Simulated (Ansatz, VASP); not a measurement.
**CdClO: VASP beside Ansatz**

```
CELL_PARAMETERS angstrom
3.88653 0.00000 0.00000
-1.94327 3.36584 0.00000
0.00000 0.00000 9.75011
ATOMIC_POSITIONS crystal
Cd 0.66667 0.33333 0.01906
Cd 0.33333 0.66667 0.51906
Cl 0.66667 0.33333 0.33872
Cl 0.33333 0.66667 0.83872
O 0.00000 0.00000 0.07922
O 0.00000 0.00000 0.57922
```

Change from the starting cell: volume scaled by 1.06.

Alike in both runs: task single point; functional PBE; k mesh 8 × 8 × 3; occupations fermi-dirac, width 0.05 eV; no spin polarisation.

|  | VASP | Ansatz |
| --- | --- | --- |
| version | VASP 6.6.1 | Ansatz 0.2.0 |
| potentials or method | VASP PAW PBE potentials, release 64 (Cd, Cl, O) | Ansatz PAW |
| plane-wave cutoff (eV) | 520 | 420 |
| valence electrons in the cell | 50 | 66 |

```tsv
	VASP	Ansatz	Ansatz less VASP
gap on the k mesh at the Fermi level (eV)	none	none	-
pressure (GPa)	-4.5	-4.9	-0.47
largest component of the traceless stress (GPa)	2.01	2.21	+0.199
rms of the force components (eV/Å)	0.106	0.119	+0.0128
```

Atom by atom the forces differ by 0.013 eV/Å (rms over components). A gap of «none» marks a metal or a gap that the smearing closes. The functional is the same, so the differences come from potentials, cutoffs and numerics. The two sets of potentials don't hold the same shells in valence.
